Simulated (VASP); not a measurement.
Consider the following.

```
CELL_PARAMETERS angstrom
     -1.72152     1.72152     5.90058
      1.72152    -1.72152     5.90058
      1.72152     1.72152    -5.90058
ATOMIC_POSITIONS crystal
  Ta 0.75056 0.75056 0.00000
  Ta 0.50056 0.00056 0.50000
  Ge 0.16544 0.16544 0.00000
  Ge 0.91544 0.41544 0.50000
```

Level of theory: PBEsol GGA, VASP's PBE PAW potentials (set 64) (plane waves; VASP). Numerical set-up: 400 eV cut-off, 14×14×14 Γ-centred mesh, tetrahedra with Blöchl corrections, potentials Ta_pv Ge_d.

Unless said otherwise, spin-orbit coupling is left out, though it shifts the bands of the heavy elements here.

Q: Predict the energy per atom (σ→0), band gap (on the k-mesh) with the smallest direct gap where there is one.

A: 
| Quantity | Result |
|---|---|
| band gap (on the k-mesh) | none (metal, semimetal or under 0.01 eV) |
| energy per atom (σ→0) | -8.810 eV/atom |

The absolute energy has meaning only against runs of the same code, potentials and settings.

The structure was generated: TaGe was put into the NbAs type (I4_1md), which need not be its known phase. It was relaxed first.
